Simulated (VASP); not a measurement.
Energy against volume of HfO₂ (fluorite). Method: PW91 GGA, VASP's PBE PAW potentials (set 64) (plane waves; VASP 6.6.1). Numerical set-up: 520 eV cut-off, 8×8×8 Γ-centred mesh, Gaussian smearing of 0.050 eV, potentials Hf_pv O.

```
V (Å³/atom)  E (eV/atom)
-----------  -----------
10.551         -10.12601
10.877         -10.13469
11.203         -10.12776
11.530         -10.10752
```

### Question
Fit these four points and predict the energy of the run at 10.224 Å³/atom.

### Answer
A cubic in V^(−2/3), the third-order Birch-Murnaghan form, passes through the four points with V0 = 10.89 Å³/atom and B0 = 254 GPa, and gives -10.0988 eV/atom there. The run gave -10.0991 eV/atom, -0.3 meV/atom from the fit; all five points give B0 = 254 GPa.

The compound is HfO2 in the fluorite structure, the high-temperature cubic form, which is unstable at 0 K; the monoclinic form is the stable one. It was relaxed first.
